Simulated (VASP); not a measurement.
Level of theory: PBE GGA, VASP's PBE PAW potentials (set 64) (plane waves; VASP).

A VASP calculation is set up with these files.

KPOINTS:
```
Automatic mesh
0
Gamma
11 11 9
0 0 0
```

### INCAR
```
ALGO = Normal
EDIFF = 1E-6
EDIFFG = -0.02
ENCUT = 620
GGA = PE
IBRION = 2
ISIF = 3
ISMEAR = 1
LASPH = .TRUE.
LCHARG = .FALSE.
LMAXMIX = 4
LREAL = .FALSE.
LWAVE = .FALSE.
NELM = 100
NSW = 40
PREC = Accurate
PSTRESS = 50
SIGMA = 0.1
SYSTEM = ZrB2
```

### POSCAR
```
ZrB2
1
    1.5863297311    -2.7476041631     0.0000000000
    1.5863297311     2.7476041631     0.0000000000
    0.0000000000     0.0000000000     3.5437011487
Zr B
1 2
Direct
  0.0000000000   0.0000000000   0.0000000000
  0.3333330000   0.6666670000   0.5000000000
  0.6666670000   0.3333330000   0.5000000000
```

POTCAR, in this order: Zr_sv B (PBE.64 set). Program: vasp_std.

The resulting files:

File OUTCAR:
```
 ion  position               nearest neighbor table
   1  0.000  0.000  0.000-   2 2.55   3 2.55   2 2.55   3 2.55   3 2.55   3 2.55   2 2.55   2 2.55
                             3 2.55   3 2.55   2 2.55   2 2.55
   2  0.333  0.667  0.500-   3 1.83   3 1.83   3 1.83   1 2.55   1 2.55   1 2.55   1 2.55   1 2.55
                             1 2.55
   3  0.667  0.333  0.500-   2 1.83   2 1.83   2 1.83   1 2.55   1 2.55   1 2.55   1 2.55   1 2.55
                             1 2.55
  LATTYP: Found a hexagonal cell.
 ALAT       =     3.1726598703
 C/A-ratio  =     1.1169495923
 Subroutine PRICEL returns:
 Original cell was already a primitive cell.
 Subroutine GETGRP returns: Found 24 space group operations
The static configuration has the point symmetry D_6h.
The dynamic configuration has the point symmetry D_6h.
 Subroutine INISYM returns: Found 24 space group operations
 Subroutine IBZKPT returns following result:
 Found     80 irreducible k-points:

 Following reciprocal coordinates:
            Coordinates               Weight
  0.000000  0.000000  0.000000      1.000000
  0.090909 -0.000000  0.000000      6.000000
  0.181818  0.000000  0.000000      6.000000
  0.272727  0.000000  0.000000      6.000000
  0.363636  0.000000  0.000000      6.000000
  0.454545 -0.000000  0.000000      6.000000
  0.090909  0.090909  0.000000      6.000000
  0.181818  0.090909  0.000000     12.000000
  0.272727  0.090909  0.000000     12.000000
  0.363636  0.090909  0.000000     12.000000
  0.454545  0.090909  0.000000      6.000000
  0.181818  0.181818  0.000000      6.000000
  0.272727  0.181818  0.000000     12.000000
  0.363636  0.181818  0.000000     12.000000
  0.272727  0.272727  0.000000      6.000000
  0.363636  0.272727  0.000000      6.000000
  0.000000  0.000000  0.111111      2.000000
  0.090909 -0.000000  0.111111     12.000000
  0.181818  0.000000  0.111111     12.000000
  0.272727  0.000000  0.111111     12.000000
  0.363636  0.000000  0.111111     12.000000
  0.454545 -0.000000  0.111111     12.000000
  0.090909  0.090909  0.111111     12.000000
  0.181818  0.090909  0.111111     24.000000
  0.272727  0.090909  0.111111     24.000000
  0.363636  0.090909  0.111111     24.000000
  0.454545  0.090909  0.111111     12.000000
  0.181818  0.181818  0.111111     12.000000
  0.272727  0.181818  0.111111     24.000000
  0.363636  0.181818  0.111111     24.000000
  0.272727  0.272727  0.111111     12.000000
  0.363636  0.272727  0.111111     12.000000
  0.000000  0.000000  0.222222      2.000000
  0.090909 -0.000000  0.222222     12.000000
  0.181818  0.000000  0.222222     12.000000
  0.272727  0.000000  0.222222     12.000000
  0.363636  0.000000  0.222222     12.000000
  0.454545 -0.000000  0.222222     12.000000
  0.090909  0.090909  0.222222     12.000000
  0.181818  0.090909  0.222222     24.000000
   k-points           NKPTS =     80   k-points in BZ     NKDIM =     80   number of bands    NBANDS=     13
   number of dos      NEDOS =    301   number of ions     NIONS =      3
   total plane-waves  NPLWV =  23520
   dimension x,y,z NGX =    28 NGY =   28 NGZ =   30
   dimension x,y,z NGXF=    56 NGYF=   56 NGZF=   60
   ions per type =               1   2
   PREC   = accura    normal or accurate (medium, high low for compatibility)
   ISTART =      0    job   : 0-new  1-cont  2-samecut
   ICHARG =      2    charge: 1-file 2-atom 10-const
   ISPIN  =      1    spin polarized calculation?
   LNONCOLLINEAR =      F non collinear calculations
   LSORBIT =      F    spin-orbit coupling
   INIWAV =      1    electr: 0-lowe 1-rand  2-diag
   ENCUT  =  620.0 eV  45.57 Ry    6.75 a.u.   6.44  6.44  7.19*2*pi/ulx,y,z
...
```

OSZICAR:
```
       N       E                     dE             d eps       ncg     rms          rms(c)
DAV:   1     0.126447960235E+03    0.12645E+03   -0.10963E+04  2088   0.159E+03
DAV:   2    -0.210337346718E+02   -0.14748E+03   -0.14246E+03  2393   0.360E+02
DAV:   3    -0.275055880392E+02   -0.64719E+01   -0.63971E+01  3387   0.666E+01
DAV:   4    -0.276618045181E+02   -0.15622E+00   -0.15613E+00  2730   0.925E+00
DAV:   5    -0.276648959900E+02   -0.30915E-02   -0.30914E-02  3198   0.112E+00    0.214E+01
DAV:   6    -0.250184766187E+02    0.26464E+01   -0.77533E+00  2525   0.198E+01    0.867E+00
DAV:   7    -0.249858742568E+02    0.32602E-01   -0.91456E-01  3198   0.627E+00    0.304E+00
DAV:   8    -0.249869017065E+02   -0.10274E-02   -0.10109E-01  2465   0.296E+00    0.813E-01
DAV:   9    -0.249839269555E+02    0.29748E-02   -0.18023E-02  2585   0.111E+00    0.149E-01
DAV:  10    -0.249838891160E+02    0.37839E-04   -0.95897E-04  2695   0.288E-01    0.443E-02
DAV:  11    -0.249839035111E+02   -0.14395E-04   -0.32219E-05  2720   0.692E-02    0.136E-02
DAV:  12    -0.249839036658E+02   -0.15474E-06   -0.20175E-06  2067   0.158E-02
   1 F= -.24019866E+02 E0= -.24019888E+02  d E =-.240199E+02
       N       E                     dE             d eps       ncg     rms          rms(c)
DAV:   1    -0.251794970965E+02   -0.19559E+00   -0.81655E+00  2179   0.322E+01    0.657E+00
DAV:   2    -0.249462835084E+02    0.23321E+00   -0.59084E-01  2208   0.929E+00    0.173E+00
DAV:   3    -0.249208458490E+02    0.25438E-01   -0.22451E-01  3145   0.399E+00    0.862E-01
DAV:   4    -0.249258027005E+02   -0.49569E-02   -0.10951E-02  2530   0.920E-01    0.282E-01
DAV:   5    -0.249285570398E+02   -0.27543E-02   -0.76649E-03  3152   0.600E-01    0.289E-01
DAV:   6    -0.249295352940E+02   -0.97825E-03   -0.92156E-04  3347   0.223E-01    0.951E-02
DAV:   7    -0.249295954444E+02   -0.60150E-04   -0.10144E-04  2657   0.101E-01    0.149E-02
DAV:   8    -0.249295987794E+02   -0.33350E-05   -0.35095E-06  2475   0.202E-02    0.771E-03
DAV:   9    -0.249295997096E+02   -0.93020E-06   -0.31472E-07  1240   0.718E-03
   2 F= -.24011365E+02 E0= -.24011384E+02  d E =0.850055E-02
       N       E                     dE             d eps       ncg     rms          rms(c)
DAV:   1    -0.250514429275E+02   -0.12184E+00   -0.26024E+00  2150   0.185E+01    0.369E+00
DAV:   2    -0.249816302118E+02    0.69813E-01   -0.23306E-01  2175   0.578E+00    0.976E-01
DAV:   3    -0.249721111665E+02    0.95190E-02   -0.59736E-02  3165   0.206E+00    0.413E-01
DAV:   4    -0.249734339371E+02   -0.13228E-02   -0.30116E-03  2611   0.443E-01    0.171E-01
DAV:   5    -0.249743283834E+02   -0.89445E-03   -0.23832E-03  3158   0.313E-01    0.147E-01
DAV:   6    -0.249746073920E+02   -0.27901E-03   -0.29397E-04  3500   0.126E-01    0.452E-02
DAV:   7    -0.249746178102E+02   -0.10418E-04   -0.22289E-05  2659   0.467E-02    0.113E-02
DAV:   8    -0.249746178347E+02   -0.24536E-07   -0.11176E-06  1555   0.125E-02
   3 F= -.24030462E+02 E0= -.24030483E+02  d E =-.105960E-01
```

### OUTCAR
```
------------------------ aborting loop because EDIFF is reached ----------------------------------------
  FORCE on cell =-STRESS in cart. coord.  units (eV):
  Direction    XX          YY          ZZ          XY          YZ          ZX
  --------------------------------------------------------------------------------------
  Total        0.9680125      0.9680128      0.8905820      0.0000000      0.0000000      0.0000000
  in kB       51.2633712     51.2633888     47.1628581      0.0000000      0.0000000      0.0000000
  external PRESSURE =      -0.1034607 kB  Pullay stress =      50.0000000 kB
  volume of cell :       30.25
      direct lattice vectors                 reciprocal lattice vectors
     1.575292851 -2.728487722 -0.000000000     0.317401301 -0.183251695  0.000000000
     1.575292851  2.728487722  0.000000000     0.317401301  0.183251695 -0.000000000
     0.000000000  0.000000000  3.519419917     0.000000000 -0.000000000  0.284137734
 POSITION                                       TOTAL-FORCE (eV/Angst)
 -----------------------------------------------------------------------------------
      0.00000     -0.00000     -0.00000        -0.000000     -0.000000      0.000000
      1.57529      0.90950      1.75971         0.000000      0.000000      0.000000
      1.57529     -0.90950      1.75971        -0.000000     -0.000000     -0.000000
 -----------------------------------------------------------------------------------
    total drift:                                0.000000      0.000000      0.000000
  FREE ENERGIE OF THE ION-ELECTRON SYSTEM (eV)
  ---------------------------------------------------
  free  energy   TOTEN  =       -24.9746178347 eV

  energy  without entropy=      -24.9746825581  energy(sigma->0) =      -24.97463941
  enthalpy is  TOTEN    =       -24.0304617184 eV   P V=        0.9441561164

 reached required accuracy - stopping structural energy minimisation
```
(Selected blocks of OUTCAR.)

**CONTCAR**
```
ZrB2
   1.00000000000000
     1.5752928507599997   -2.7284877220418302   -0.0000000000000000
     1.5752928507599997    2.7284877220418302    0.0000000000000000
     0.0000000000000000    0.0000000000000000    3.5194199168942437
  Zr              B
     1     2
Direct
     0.0000000000000000    0.0000000000000000    0.0000000000000000
     0.3333330000000032    0.6666669999999968    0.5000000000000000
     0.6666669999999968    0.3333330000000032    0.5000000000000000
```

Energy and stress use the plane-wave basis of the starting cell.

The compound is ZrB2 in the AlB2 type structure. This run relaxes it under an external pressure of 5 GPa. Symmetry was kept, so distortions that lower it aren't found.
